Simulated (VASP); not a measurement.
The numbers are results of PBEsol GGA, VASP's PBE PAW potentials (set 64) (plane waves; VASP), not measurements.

VASP input:

### POSCAR
```
SiGe
1.0
  3.8317779446   0.0000000000   0.0000000000
 -1.9158889723   3.3184170317   0.0000000000
  0.0000000000   0.0000000000   6.3239846005
Si Ge
2 2
Cart
 -0.0000019159   2.2122791273   0.0028238937
  1.9158908882   1.1061379044   3.1648161940
 -0.0000019159   2.2122791273   2.3686703314
  1.9158908882   1.1061379044   5.5306626317
```

### KPOINTS
```
Automatic mesh
0
gamma
7 7 4
```

**INCAR**
```
! general
SYSTEM   =  SiGe
PREC     =  Accurate
ENCUT    =  500
LREAL    =  .False.
LASPH    =  .True.   ! aspherical one-centre terms

! electronic loop
EDIFF    =  1E-6   ! SCF stop (eV)
NELM     =  100   ! most electronic steps
ALGO     =  Normal
LMAXMIX  =  4   ! l cut-off of mixed one-centre charges

! smearing
ISMEAR   =  0
SIGMA    =  0.05   ! width (eV)

! functional
GGA      =  PS

! ions
IBRION   =  2   ! conjugate gradients
NSW      =  40
ISIF     =  3
EDIFFG   =  -0.02
PSTRESS  =  100

! output
LWAVE    =  .False.
LCHARG   =  .False.
```

POTCAR, in this order: Si Ge_d (PBE.64 set). Program: vasp_std.

Question: What will the output report for the number of irreducible k-points (NKPTS), largest plane-wave count, number of space-group operations, FFT grid (NGX, NGY, NGZ)?

Answer: 
| Property | Value |
|---|---|
| number of irreducible k-points (NKPTS) | 24 |
| largest plane-wave count | 2052 |
| number of space-group operations | 12 |
| FFT grid (NGX, NGY, NGZ) | 28 × 28 × 48 |

The structure was generated: SiGe was put into the wurtzite type (P6_3mc), which need not be its known phase. This run relaxes it under an external pressure of 10 GPa. Symmetry was kept, so distortions that lower it aren't found.
